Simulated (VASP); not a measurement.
Crystal: HfIn4SiO6.

```
CELL_PARAMETERS angstrom
5.14636 0.00000 0.00000
-2.57318 4.45688 0.00000
0.00000 0.00000 8.83577
ATOMIC_POSITIONS crystal
Hf 0.00000 0.00000 0.00000
In 0.66667 0.33333 0.28487
In 0.33333 0.66667 0.71513
In 0.33333 0.66667 0.28487
In 0.66667 0.33333 0.71513
Si 0.00000 0.00000 0.50000
O 0.00000 0.50000 0.17578
O 0.00000 0.50000 0.82422
O 0.50000 0.50000 0.17578
O 0.50000 0.50000 0.82422
O 0.50000 0.00000 0.17578
O 0.50000 0.00000 0.82422
```

The cell was built by a generator and needn't be a form met in nature.

```yaml
Program: VASP 6.6.1
Task: relaxation of cell and atoms
Functional: PBE
Potentials_or_basis: VASP PAW PBE potentials, release 64 (Hf_pv, In_d, Si, O)
Cutoff: 520 eV
k_mesh: 3 × 3 × 2
Occupations: gaussian, width 0.15 eV
Spin: no spin polarisation
```

At the start: pressure 47.4 GPa; volume 16.89 Å³/atom.

Question: How do energy, volume and symmetry change on relaxing?

Answer: Over 20 steps the energy falls by 1121.2 meV/atom and the volume is 17.05 Å³/atom (+0.9 %); space group P6/mmm (No. 191, to 0.05 Å).

The path:
```tsv
step	energy change (eV)	largest force (eV/Å)	pressure (GPa)	volume (Å³)
1	0.0000	13.3203	47.39	202.66
2	357.3411	4.1644	-22.55	385.67
3	77.3938	5.2923	-16.19	316.69
4	15.5773	3.9810	-11.64	280.33
5	2.8740	1.4484	4.05	228.98
6	-10.6615	0.9357	-6.92	243.81
7	-11.5770	0.2704	-5.38	237.21
8	-11.6012	0.6454	-3.56	234.20
9	-11.6292	0.5401	-3.94	234.87
10	-12.4264	0.7461	-2.78	223.07
11	-12.7613	1.1646	10.38	187.76
12	-13.1868	1.5314	3.10	205.83
13	-13.2484	1.5415	4.95	199.41
14	-13.2968	0.6670	0.61	199.82
15	-13.3873	0.3578	2.46	199.66
16	-13.4362	0.1874	0.61	203.09
17	-13.4422	0.1486	-0.49	205.35
18	-13.4426	0.1414	-0.21	204.92
19	-13.4469	0.1054	-0.17	204.82
20	-13.4544	0.0642	-0.02	204.56
```

Final structure:
```
Hf In Si O
1.0
     5.50324    0.00000    0.00000
    -2.75162    4.76594    0.00000
     0.00000    0.00000    7.79932
Hf In Si O
1 4 1 6
Direct
  0.00000 0.00000 0.00000
  0.66667 0.33333 0.31843
  0.33333 0.66667 0.68157
  0.33333 0.66667 0.31843
  0.66667 0.33333 0.68157
  0.00000 0.00000 0.50000
  0.00000 0.50000 0.15296
  0.00000 0.50000 0.84704
  0.50000 0.50000 0.15296
  0.50000 0.50000 0.84704
  0.50000 0.00000 0.15296
  0.50000 0.00000 0.84704
```

Caveat: the k mesh is coarse (spacing up to 0.47 Å⁻¹), so the values aren't converged.
